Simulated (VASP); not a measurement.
Computed with PBE GGA, VASP's PBE PAW potentials (set 64) (plane waves; VASP).

The input files of a VASP run:

POSCAR:
```
B32N31S
1.0
  7.2488848259   0.0000000000   0.0000000000
  0.0000000000   7.2488848259   0.0000000000
  0.0000000000   0.0000000000   7.2488848259
B N S
32 31 1
Cartesian
  3.6244424130   0.0000000000   0.0000000000
  5.4079072933   1.8555840355   0.0223410630
  5.4118071934   7.2303421785   1.7809205218
  0.0000000000   0.0000000000   0.0000000000
  1.8122212065   1.8122212065   0.0000000000
  3.6146419207   3.6099011500   0.0314964046
  5.4366636194   5.4366636194   0.0000000000
  1.8122212065   0.0000000000   1.8122212065
  3.5751572450   1.8517711221   1.7976002058
  5.4313936802   3.6653913633   1.8264870118
  3.5968749040   7.2139741966   3.6197886289
  5.4393602046   1.7866471408   3.5771651861
  5.4366636194   0.0000000000   5.4366636194
  0.0000000000   3.6244424130   0.0000000000
  1.8122212065   5.4366636194   0.0000000000
  0.0000000000   1.8122212065   1.8122212065
  1.7647917531   3.6710672402   1.8571280480
  3.6549819647   5.4253263636   1.8334096968
  0.0000000000   0.0000000000   3.6244424130
  1.8089229639   1.7751069162   3.6286757617
  3.5828483118   3.6332208125   3.6472039113
  5.4533867967   5.4025503674   3.6509153403
  1.8122212065   0.0000000000   5.4366636194
  3.6380920631   1.7864514209   5.4644993372
  5.4835566554   3.6517272154   5.4202956375
  0.0000000000   5.4366636194   1.8122212065
  0.0000000000   3.6244424130   3.6244424130
  1.8122212065   5.4366636194   3.6244424130
  0.0000000000   1.8122212065   5.4366636194
  1.8122212065   3.6244424130   5.4366636194
  3.6244424130   5.4366636194   5.4366636194
  0.0000000000   5.4366636194   5.4366636194
  4.5136703634   0.8619938902   0.8947081074
  6.2973454615   2.7505458539   0.9153239359
  6.3277690311   0.8817688480   2.6693148505
  0.9061106032   0.9061106032   0.9061106032
  2.7392303447   2.7637895665   0.9163315308
  4.5102633876   4.5350255781   0.9525397105
  6.3427742227   6.3427742227   0.9061106032
  2.6987815673   0.8699024235   2.7659642319
  6.3166854862   4.5482330463   2.7112351515
  4.5628250514   0.9199414755   4.5803963483
  6.3618895319   2.6979189500   4.5576203521
  6.3427742227   0.9061106032   6.3427742227
  0.9061106032   4.5305530162   0.9061106032
  2.7183318097   6.3427742227   0.9061106032
  0.9061106032   2.7183318097   2.7183318097
  2.7561057485   4.5507629071   2.6857118280
  4.5305530162   6.3427742227   2.7183318097
  0.9061106032   0.9061106032   4.5305530162
  2.6863787254   2.7093359436   4.5458626609
  4.4852329883   4.5263196674   4.4918657179
  6.3427742227   6.3427742227   4.5305530162
  2.7183318097   0.9061106032   6.3427742227
  4.5305530162   2.7183318097   6.3427742227
  6.3427742227   4.5305530162   6.3427742227
  0.9061106032   6.3427742227   2.7183318097
  0.9061106032   4.5305530162   4.5305530162
  2.7183318097   6.3427742227   4.5305530162
  0.9061106032   2.7183318097   6.3427742227
  2.7183318097   4.5305530162   6.3427742227
  4.5305530162   6.3427742227   6.3427742227
  0.9061106032   6.3427742227   6.3427742227
  4.5733649300   2.7083573442   2.7151712959
```

### INCAR
```
# general
SYSTEM   =  B32N31S
PREC     =  Normal
ENCUT    =  400
LREAL    =  Auto
LASPH    =  .True.   # aspherical one-centre terms
ISYM     =  0

# electronic loop
EDIFF    =  1E-5   # SCF stop (eV)
NELM     =  100   # most electronic steps
NELMIN   =  4
ALGO     =  Fast

# smearing
ISMEAR   =  0   # Gaussian
SIGMA    =  0.05   # width (eV)

# functional
GGA      =  PE

# spin
ISPIN    =  2
MAGMOM   =  64*0.0156
NUPDOWN  =  1

# ions
IBRION   =  2   # conjugate gradients
NSW      =  60   # most ionic steps
ISIF     =  2   # forces and stress, cell fixed
EDIFFG   =  -0.03

# output
LWAVE    =  .True.
LCHARG   =  .False.
LORBIT   =  10
```

KPOINTS:
```
Regular mesh
0
gamma
  1 1 1
```

POTCAR, in this order: B N S (PBE.64 set). Program: vasp_gam.

The run wrote:

OSZICAR:
```
...
RMM:   8    -0.543220480395E+03   -0.12989E-03   -0.97179E-04   659   0.691E-02    0.843E-02
RMM:   9    -0.543220479339E+03    0.10564E-05   -0.16086E-04   640   0.298E-02    0.283E-02
RMM:  10    -0.543220486663E+03   -0.73249E-05   -0.62823E-05   501   0.169E-02
   3 F= -.54322049E+03 E0= -.54322035E+03  d E =-.408285E+01  mag=     1.0000
       N       E                     dE             d eps       ncg     rms          rms(c)
DAV:   1    -0.542954277830E+03    0.26620E+00   -0.23870E+02   655   0.433E+01    0.599E+00
RMM:   2    -0.543351427832E+03   -0.39715E+00   -0.59357E+00   644   0.656E+00    0.249E+00
RMM:   3    -0.543356899772E+03   -0.54719E-02   -0.66100E-01   645   0.223E+00    0.196E+00
RMM:   4    -0.543342422054E+03    0.14478E-01   -0.12435E-01   646   0.879E-01    0.967E-01
RMM:   5    -0.543344127301E+03   -0.17052E-02   -0.22540E-02   651   0.368E-01    0.402E-01
RMM:   6    -0.543344057312E+03    0.69988E-04   -0.38766E-03   659   0.143E-01    0.218E-01
RMM:   7    -0.543344048529E+03    0.87833E-05   -0.22799E-03   645   0.998E-02    0.509E-02
RMM:   8    -0.543344036352E+03    0.12177E-04   -0.26191E-04   644   0.447E-02    0.366E-02
RMM:   9    -0.543344048624E+03   -0.12272E-04   -0.15744E-04   640   0.262E-02    0.261E-02
RMM:  10    -0.543344040735E+03    0.78889E-05   -0.33892E-05   451   0.136E-02
   4 F= -.54334404E+03 E0= -.54334404E+03  d E =-.123554E+00  mag=     1.0000
       N       E                     dE             d eps       ncg     rms          rms(c)
DAV:   1    -0.543739313136E+03   -0.39526E+00   -0.54446E+01   660   0.203E+01    0.428E+00
RMM:   2    -0.543806806710E+03   -0.67494E-01   -0.11541E+00   644   0.292E+00    0.994E-01
RMM:   3    -0.543807296472E+03   -0.48976E-03   -0.13734E-01   645   0.100E+00    0.707E-01
RMM:   4    -0.543806118881E+03    0.11776E-02   -0.20536E-02   651   0.358E-01    0.400E-01
RMM:   5    -0.543806221133E+03   -0.10225E-03   -0.33859E-03   646   0.152E-01    0.194E-01
RMM:   6    -0.543806265989E+03   -0.44855E-04   -0.81338E-04   656   0.664E-02    0.585E-02
RMM:   7    -0.543806267073E+03   -0.10845E-05   -0.23433E-04   651   0.340E-02    0.203E-02
RMM:   8    -0.543806271534E+03   -0.44605E-05   -0.43760E-05   482   0.146E-02
   5 F= -.54380627E+03 E0= -.54380627E+03  d E =-.585785E+00  mag=     1.0000
       N       E                     dE             d eps       ncg     rms          rms(c)
DAV:   1    -0.543854986870E+03   -0.48720E-01   -0.17593E+01   692   0.120E+01    0.113E+00
RMM:   2    -0.543885091884E+03   -0.30105E-01   -0.39311E-01   644   0.177E+00    0.525E-01
RMM:   3    -0.543886103311E+03   -0.10114E-02   -0.42584E-02   648   0.577E-01    0.362E-01
RMM:   4    -0.543885110010E+03    0.99330E-03   -0.97454E-03   645   0.241E-01    0.119E-01
RMM:   5    -0.543885261874E+03   -0.15186E-03   -0.16265E-03   658   0.980E-02    0.686E-02
RMM:   6    -0.543885239677E+03    0.22197E-04   -0.38236E-04   664   0.402E-02    0.383E-02
RMM:   7    -0.543885254854E+03   -0.15178E-04   -0.19572E-04   644   0.280E-02    0.191E-02
RMM:   8    -0.543885245513E+03    0.93416E-05   -0.47820E-05   535   0.162E-02
   6 F= -.54388525E+03 E0= -.54388525E+03  d E =-.789740E-01  mag=     1.0000
       N       E                     dE             d eps       ncg     rms          rms(c)
DAV:   1    -0.543893239269E+03   -0.79844E-02   -0.11104E+00   712   0.303E+00    0.287E-01
RMM:   2    -0.543895168909E+03   -0.19296E-02   -0.24952E-02   644   0.447E-01    0.133E-01
RMM:   3    -0.543895218727E+03   -0.49818E-04   -0.26629E-03   649   0.145E-01    0.923E-02
RMM:   4    -0.543895152016E+03    0.66711E-04   -0.63815E-04   645   0.612E-02    0.306E-02
RMM:   5    -0.543895161212E+03   -0.91956E-05   -0.10045E-04   606   0.248E-02    0.175E-02
RMM:   6    -0.543895159538E+03    0.16739E-05   -0.22920E-05   427   0.995E-03
   7 F= -.54389516E+03 E0= -.54389516E+03  d E =-.888880E-01  mag=     1.0000
       N       E                     dE             d eps       ncg     rms          rms(c)
DAV:   1    -0.543908536654E+03   -0.13375E-01   -0.43316E+00   692   0.591E+00    0.497E-01
RMM:   2    -0.543913023838E+03   -0.44872E-02   -0.75171E-02   644   0.763E-01    0.225E-01
RMM:   3    -0.543913070408E+03   -0.46571E-04   -0.10629E-02   649   0.269E-01    0.141E-01
RMM:   4    -0.543913005959E+03    0.64450E-04   -0.18672E-03   647   0.102E-01    0.682E-02
RMM:   5    -0.543913028760E+03   -0.22801E-04   -0.34711E-04   666   0.429E-02    0.307E-02
RMM:   6    -0.543913030621E+03   -0.18613E-05   -0.66824E-05   499   0.172E-02
   8 F= -.54391303E+03 E0= -.54391303E+03  d E =-.178711E-01  mag=     1.0000
       N       E                     dE             d eps       ncg     rms          rms(c)
DAV:   1    -0.543913335966E+03   -0.30721E-03   -0.70619E-02   744   0.756E-01    0.632E-02
RMM:   2    -0.543913404553E+03   -0.68587E-04   -0.11971E-03   644   0.957E-02    0.283E-02
RMM:   3    -0.543913405045E+03   -0.49201E-06   -0.17198E-04   649   0.341E-02    0.177E-02
RMM:   4    -0.543913403997E+03    0.10482E-05   -0.29228E-05   441   0.129E-02
   9 F= -.54391340E+03 E0= -.54391340E+03  d E =-.182445E-01  mag=     1.0000
       N       E                     dE             d eps       ncg     rms          rms(c)
DAV:   1    -0.543917070416E+03   -0.36654E-02   -0.85892E-01   696   0.266E+00    0.261E-01
RMM:   2    -0.543917973333E+03   -0.90292E-03   -0.14616E-02   644   0.339E-01    0.106E-01
RMM:   3    -0.543918020355E+03   -0.47021E-04   -0.22300E-03   651   0.120E-01    0.620E-02
RMM:   4    -0.543918018417E+03    0.19379E-05   -0.40592E-04   650   0.464E-02    0.244E-02
RMM:   5    -0.543918024581E+03   -0.61645E-05   -0.73501E-05   524   0.193E-02
  10 F= -.54391802E+03 E0= -.54391802E+03  d E =-.462058E-02  mag=     1.0000
       N       E                     dE             d eps       ncg     rms          rms(c)
DAV:   1    -0.543918080827E+03   -0.62410E-04   -0.10297E-02   744   0.292E-01    0.301E-02
RMM:   2    -0.543918089801E+03   -0.89742E-05   -0.16281E-04   644   0.357E-02    0.118E-02
RMM:   3    -0.543918089895E+03   -0.93514E-07   -0.24822E-05   421   0.127E-02    0.659E-03
RMM:   4    -0.543918089859E+03    0.35827E-07   -0.37030E-06   380   0.445E-03
  11 F= -.54391809E+03 E0= -.54391809E+03  d E =-.468586E-02  mag=     1.0000
       N       E                     dE             d eps       ncg     rms          rms(c)
DAV:   1    -0.543919243105E+03   -0.11532E-02   -0.24115E-01   680   0.141E+00    0.126E-01
RMM:   2    -0.543919496015E+03   -0.25291E-03   -0.38469E-03   644   0.175E-01    0.557E-02
RMM:   3    -0.543919506611E+03   -0.10595E-04   -0.58231E-04   651   0.614E-02    0.327E-02
RMM:   4    -0.543919506649E+03   -0.38850E-07   -0.10697E-04   619   0.237E-02    0.157E-02
RMM:   5    -0.543919508618E+03   -0.19687E-05   -0.21803E-05   427   0.100E-02
  12 F= -.54391951E+03 E0= -.54391951E+03  d E =-.141876E-02  mag=     1.0000
       N       E                     dE             d eps       ncg     rms          rms(c)
DAV:   1    -0.543919509252E+03   -0.26022E-05   -0.18462E-04   712   0.394E-02    0.402E-03
RMM:   2    -0.543919509369E+03   -0.11725E-06   -0.28616E-06   371   0.471E-03    0.190E-03
RMM:   3    -0.543919509303E+03    0.65367E-07   -0.12578E-07   164   0.155E-03    0.108E-03
RMM:   4    -0.543919509264E+03    0.39283E-07   -0.50643E-08   119   0.155E-03
  13 F= -.54391951E+03 E0= -.54391951E+03  d E =-.141941E-02  mag=     1.0000
       N       E                     dE             d eps       ncg     rms          rms(c)
DAV:   1    -0.543919737113E+03   -0.22781E-03   -0.91819E-02   680   0.866E-01    0.638E-02
RMM:   2    -0.543919820137E+03   -0.83024E-04   -0.14522E-03   644   0.106E-01    0.316E-02
RMM:   3    -0.543919822145E+03   -0.20085E-05   -0.22624E-04   651   0.378E-02    0.184E-02
RMM:   4    -0.543919821577E+03    0.56775E-06   -0.37821E-05   463   0.144E-02
  14 F= -.54391982E+03 E0= -.54391982E+03  d E =-.312313E-03  mag=     1.0000
```

### OUTCAR
```
------------------------ aborting loop because EDIFF is reached ----------------------------------------
  FORCE on cell =-STRESS in cart. coord.  units (eV):
  Direction    XX          YY          ZZ          XY          YZ          ZX
  --------------------------------------------------------------------------------------
  Total       11.9641156     12.0022460     12.0076984      0.0113352     -0.0228961     -0.0019619
  in kB       50.3242818     50.4846682     50.5076025      0.0476790     -0.0963072     -0.0082523
  external PRESSURE =      50.4388508 kB  Pullay stress =       0.0000000 kB
  volume of cell :      380.90
      direct lattice vectors                 reciprocal lattice vectors
     7.248884826  0.000000000  0.000000000     0.137952254  0.000000000  0.000000000
     0.000000000  7.248884826  0.000000000     0.000000000  0.137952254  0.000000000
     0.000000000  0.000000000  7.248884826     0.000000000  0.000000000  0.137952254
  FREE ENERGIE OF THE ION-ELECTRON SYSTEM (eV)
  ---------------------------------------------------
  free  energy   TOTEN  =      -543.9198215775 eV

  energy  without entropy=     -543.9198215775  energy(sigma->0) =     -543.91982158

 total charge

# of ion       s       p       d       tot
------------------------------------------
    1        0.675   1.375   0.000   2.050
    2        0.668   1.349   0.000   2.017
    3        0.668   1.348   0.000   2.017
    4        0.673   1.366   0.000   2.039
    5        0.675   1.375   0.000   2.050
    6        0.668   1.349   0.000   2.017
    7        0.675   1.375   0.000   2.049
    8        0.675   1.375   0.000   2.049
    9        0.696   1.443   0.000   2.139
   10        0.696   1.443   0.000   2.139
   11        0.668   1.348   0.000   2.017
   12        0.696   1.443   0.000   2.139
   13        0.675   1.375   0.000   2.049
   14        0.675   1.375   0.000   2.050
   15        0.673   1.366   0.000   2.039
   16        0.668   1.349   0.000   2.017
   17        0.668   1.348   0.000   2.017
   18        0.668   1.348   0.000   2.017
   19        0.675   1.375   0.000   2.049
   20        0.668   1.348   0.000   2.017
   21        0.696   1.443   0.000   2.139
   22        0.668   1.348   0.000   2.017
   23        0.673   1.366   0.000   2.039
   24        0.668   1.349   0.000   2.017
   25        0.668   1.349   0.000   2.017
   26        0.675   1.375   0.000   2.049
   27        0.668   1.348   0.000   2.017
   28        0.675   1.374   0.000   2.049
   29        0.675   1.375   0.000   2.049
   30        0.675   1.375   0.000   2.050
   31        0.675   1.375   0.000   2.050
   32        0.673   1.366   0.000   2.039
   33        1.225   2.723   0.000   3.948
   34        1.225   2.723   0.000   3.947
   35        1.225   2.723   0.000   3.948
   36        1.224   2.722   0.000   3.946
   37        1.225   2.723   0.000   3.948
   38        1.225   2.723   0.000   3.948
   39        1.224   2.722   0.000   3.946
   40        1.225   2.723   0.000   3.948
   41        1.225   2.723   0.000   3.948
   42        1.225   2.723   0.000   3.948
   43        1.225   2.723   0.000   3.948
   44        1.224   2.722   0.000   3.946
   45        1.224   2.722   0.000   3.946
   46        1.224   2.722   0.000   3.946
   47        1.231   2.699   0.000   3.930
   48        1.225   2.723   0.000   3.947
   49        1.231   2.700   0.000   3.931
   50        1.224   2.723   0.000   3.946
   51        1.225   2.723   0.000   3.948
   52        1.225   2.723   0.000   3.948
   53        1.224   2.722   0.000   3.946
   54        1.224   2.722   0.000   3.946
   55        1.231   2.699   0.000   3.930
   56        1.224   2.722   0.000   3.946
   57        1.233   2.728   0.000   3.961
   58        1.224   2.722   0.000   3.946
   59        1.224   2.722   0.000   3.946
   60        1.233   2.728   0.000   3.961
   61        1.224   2.722   0.000   3.946
   62        1.233   2.728   0.000   3.961
   63        1.230   2.700   0.000   3.931
   64        1.344   2.757   0.000   4.102
--------------------------------------------------
tot         60.938 130.994   0.000 191.932

 magnetization (x)

# of ion       s       p       d       tot
------------------------------------------
    1        0.000   0.005   0.000   0.006
    2        0.000   0.007   0.000   0.007
    3        0.000   0.007   0.000   0.007
    4        0.000   0.006   0.000   0.006
    5        0.000   0.005   0.000   0.006
    6        0.000   0.007   0.000   0.007
    7        0.000   0.005   0.000   0.006
    8        0.000   0.005   0.000   0.006
    9        0.002   0.019   0.000   0.021
   10        0.002   0.019   0.000   0.021
   11        0.000   0.007   0.000   0.007
   12        0.002   0.019   0.000   0.021
   13        0.000   0.005   0.000   0.006
   14        0.000   0.005   0.000   0.006
   15        0.000   0.006   0.000   0.006
   16        0.000   0.007   0.000   0.007
   17        0.000   0.007   0.000   0.007
...
```
(Selected blocks of OUTCAR.)

**CONTCAR**
```
B32N31S
   1.00000000000000
     7.2488848259000003    0.0000000000000000    0.0000000000000000
     0.0000000000000000    7.2488848259000003    0.0000000000000000
     0.0000000000000000    0.0000000000000000    7.2488848259000003
  B               N               S
    32    31     1
Direct
     0.4983359847529807    0.9982321820151672    0.9986042811335347
     0.7508327868746405    0.2487049490444400    0.9993485089923492
     0.7508923633294156    0.9990110561649256    0.2491059873948900
     0.9989645017041481    0.0006232474111156    0.0009550563072763
     0.2477499499279001    0.2487315725338184    0.9985582792008103
     0.4983211269710436    0.5012669831068071    0.9993925834871517
     0.7507965054077123    0.7517981855808746    0.9986013839860315
     0.2477563792840726    0.9981927050994172    0.2491400101541300
     0.4807409168573614    0.2311467872499325    0.2315205566362426
     0.7683979719885772    0.5188359688404672    0.2314955692030057
     0.4983206810136931    0.9989910378119528    0.5016223904457593
     0.7684102352434182    0.2311267990091431    0.5191995545780382
     0.7508055565038283    0.9981496952020407    0.7521163454975538
     0.0013670542554711    0.5012306830080967    0.9985883476224359
     0.2501077940779911    0.7494665086405412    0.0009781236232942
     0.0005690828387655    0.2487174351749985    0.2491072950657950
     0.2486324735399287    0.5012734111259867    0.2490579261322006
     0.4983513744844172    0.7509814081743478    0.2490666786761800
     0.0014495083115670    0.9981544203598424    0.5016277689929288
     0.2486150433052730    0.2487130616540079    0.5016465124046992
     0.4807775368368163    0.5187351850493291    0.5191784381549404
     0.7508376916917686    0.7509341486563458    0.5015660286648930
     0.2501811014612285    0.0005674140677011    0.7497052184076165
     0.4983226100227841    0.2486851286006370    0.7513272224756510
     0.7508763491417946    0.5012716339482889    0.7513088472654234
     0.0013855572602447    0.7517684363468085    0.2491092376882771
     0.0005787932531878    0.5012477126155644    0.5016275148477688
     0.2478118196151476    0.7517177433968665    0.5015820615028664
     0.0013966085489037    0.2487119463575843    0.7521117766074461
     0.2477805232663360    0.5012118996907217    0.7521729090529802
     0.4983507673676815    0.7517545622325336    0.7521417626952569
     0.9989946678796403    0.7493481457596941    0.7497525117809675
     0.6239363565250278    0.1209046258452953    0.1212365174289572
     0.8786464716068044    0.3756133659447287    0.1212599314805355
     0.8786982056560400    0.1208815067770742    0.3760525809357054
     0.1240742016021765    0.1245366861882337    0.1248611624019907
     0.3704849785385481    0.3743575780271693    0.1212396431552464
     0.6251848275843704    0.6290714919823860    0.1212483973543301
     0.8750693625767095    0.8754982869060985    0.1248468303580202
     0.3704701791378833    0.1209132879026650    0.3747126864032775
     0.8786705977916736    0.6290639563778024    0.3746877995164383
     0.6251959622173919    0.1208631189025711    0.6294480860214203
     0.8786775790454469    0.3743246939193551    0.6294783107455921
     0.8750484280663373    0.1244829277119448    0.8758167098279735
     0.1250305731645871    0.6254749307473896    0.1248389465811778
     0.3740583220592725    0.8745581446752462    0.1248451220795976
     0.1245664209260297    0.3750032656022517    0.3753527055007205
     0.3705435243749817    0.6290172962864787    0.3759666287926325
     0.6245901165662331    0.8749968598525424    0.3753315678040784
     0.1250870087343299    0.1244755972803211    0.6258620360261957
     0.3704935624317862    0.3755988425241100    0.6295162863019087
     0.6239368551748578    0.6290609862190633    0.6294851997831820
     0.8750581086548433    0.8744465400437690    0.6258476370523613
     0.3740863503770504    0.1244865560128193    0.8748848790575838
     0.6245633017224479    0.3749852996968812    0.8753442756909716
     0.8750448174561481    0.6254774210749722    0.8748973166321140
     0.1245785429627940    0.8749500392137491    0.3753666086272474
     0.1241121432700177    0.6254382217796857    0.6258759603835568
     0.3741104235572729    0.8754203703610695    0.6258681091919059
     0.1245759542850722    0.3749859515537475    0.8753674572647177
     0.3740608505512336    0.6254989048252050    0.8758688856919434
     0.6245778245506511    0.8749793168056078    0.8753549949346537
     0.1245654489111953    0.8750243633441613    0.8753456906492115
     0.6245903829030457    0.3749595116855933    0.3753383476463671
```

At this cut-off the stress carries a Pulay error, which pulls relaxed volumes low. The supercell is sampled at Γ alone, which is coarse: total energies, pressure and levels can be off, energies of defects by several tenths of an eV.

The cell is a supercell with a defect, built from BN (zinc blende): S_N.
